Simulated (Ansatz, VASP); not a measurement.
**Two plane-wave programs on WAu**

INCAR

```
SYSTEM = WAu
ALGO = Normal
EDIFF = 1E-7
ENCUT = 520
GGA = PE
ISIF = 2
ISMEAR = -1
LASPH = .TRUE.
LCHARG = .FALSE.
LREAL = .FALSE.
LWAVE = .FALSE.
NBANDS = 20
NELM = 80
PREC = Accurate
SIGMA = 0.05
```

Contents of KPOINTS:

```
k-points
0
G
  8 8 8
  0 0 0
```

Contents of POSCAR:

```
WAu
1.0
    0.0000000000      2.9474934692      2.9474934692
    2.9474934692      0.0000000000      2.9474934692
    2.9474934692      2.9474934692      0.0000000000
W Au
1 1
Direct
    0.0000000000      0.0000000000      0.0000000000
    0.7500000000      0.7500000000      0.7500000000
```

Contents of input.yaml:

```yaml
crystal:
  lattice:
    - [0.0, 2.9474934692, 2.9474934692]
    - [2.9474934692, 0.0, 2.9474934692]
    - [2.9474934692, 2.9474934692, 0.0]
  atoms:
    - { symbol: W, position: [0.0, 0.0, 0.0] }
    - { symbol: Au, position: [0.75, 0.75, 0.75] }
hamiltonian:
  xc: pbe
  pseudopotentials: { kind: paw }
kpoints:
  mp_grid: { grid: [8, 8, 8] }
scf:
  occupations: { method: fermi_dirac, width: 0.05 }
output:
  forces: true
  stress: true
  eigenvalues: true
```

Change from the starting cell: volume scaled by 1.04.

Alike in both runs: task single point; functional PBE; k mesh 8 × 8 × 8; occupations fermi-dirac, width 0.05 eV; no spin polarisation.

|  | VASP | Ansatz |
| --- | --- | --- |
| version | VASP 6.6.1 | Ansatz 0.2.0 |
| potentials or method | VASP PAW PBE potentials, release 64 (W_sv, Au) | Ansatz PAW |
| plane-wave cutoff (eV) | 520 | 420 |
| valence electrons in the cell | 25 | 33 |

|  | VASP | Ansatz | Ansatz less VASP |
| --- | --- | --- | --- |
| gap on the k mesh at the Fermi level (eV) | none | none | - |
| pressure (GPa) | -4.5 | -4.5 | -0.01 |

A gap of «none» marks a metal or a gap that the smearing closes. The two sets of potentials don't hold the same shells in valence.

The runs have no spin-orbit coupling, so splittings on Au, W are missing.
